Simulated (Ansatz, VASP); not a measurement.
**Two plane-wave programs on Ta3SiC2**

Contents of INCAR:

```
SYSTEM = Ta3SiC2
  PREC = Accurate
  ENCUT = 520
  EDIFF = 1E-7
  ISMEAR = 0
  SIGMA = 0.1
  LREAL = .FALSE.
  LASPH = .TRUE.
  NELM = 100
  ALGO = Normal
  ISIF = 2
  LWAVE = .FALSE.
  LCHARG = .TRUE.
  GGA = PE
  LELF = .TRUE.
  LVHAR = .TRUE.
  NBANDS = 32
```

Contents of KPOINTS:

```
regular mesh
0
G
  6 6 4
  0 0 0
```

The input POSCAR:

```
Ta3SiC2
1.0
    4.0819174900      0.0000000000      0.0000000000
   -2.0409587400      3.5350442400      0.0000000000
    0.0000000000      0.0000000000      6.5147891600
Ta Si C
3 1 2
Direct
    0.0000000000      0.0000000000      0.5000000000
    0.0000000000      0.0000000000      0.2316552200
    0.0000000000      0.0000000000      0.7683447800
    0.0000000000      0.0000000000      0.0000000000
    0.3333333300      0.6666666700      0.0000000000
    0.6666666700      0.3333333300      0.0000000000
```

Input for Ansatz:

```yaml
crystal:
  lattice:
    - [4.08191749, 0.0, 0.0]
    - [-2.04095874, 3.53504424, 0.0]
    - [0.0, 0.0, 6.51478916]
  atoms:
    - { symbol: Ta, position: [0.0, 0.0, 0.5] }
    - { symbol: Ta, position: [0.0, 0.0, 0.23165522] }
    - { symbol: Ta, position: [0.0, 0.0, 0.76834478] }
    - { symbol: Si, position: [0.0, 0.0, 0.0] }
    - { symbol: C, position: [0.33333333, 0.66666667, 0.0] }
    - { symbol: C, position: [0.66666667, 0.33333333, 0.0] }
basis:
  ecutwfc: 420
kpoints:
  mp_grid: { grid: [6, 6, 4] }
hamiltonian:
  xc: pbe
scf:
  occupations: { method: gaussian, width: 0.1 }
  lower_state_search: "off"
output:
  forces: true
  stress: true
  eigenvalues: true
```

Alike in both runs: task single point; functional PBE; k mesh 6 × 6 × 4; occupations gaussian, width 0.1 eV; no spin polarisation.

|  | VASP | Ansatz |
| --- | --- | --- |
| version | VASP 6.6.1 | Ansatz 0.2.0 |
| potentials or method | VASP PAW PBE potentials, release 64 (Ta_pv, Si, C) | scalar-relativistic, plane waves, PAW |
| plane-wave cutoff (eV) | 520 | 420 |
| valence electrons in the cell | 45 | 51 |

|  | VASP | Ansatz | Ansatz less VASP |
| --- | --- | --- | --- |
| gap on the k mesh at the Fermi level (eV) | none | none | - |
| rms of the force components (eV/Å) | 3.450 | 4.271 | +0.8212 |

Atom by atom the forces differ by 0.821 eV/Å (rms over components). A gap of «none» marks a metal or a gap that the smearing closes. With one functional, cell and mesh, what is left measures potentials, basis and numerics. The two sets of potentials don't hold the same shells in valence.

Caveats: forces of over 1 eV/Å show positions far from the minimum, so gaps and moduli don't describe the material at rest. Spin-orbit coupling is left out, which matters for the levels of Ta.
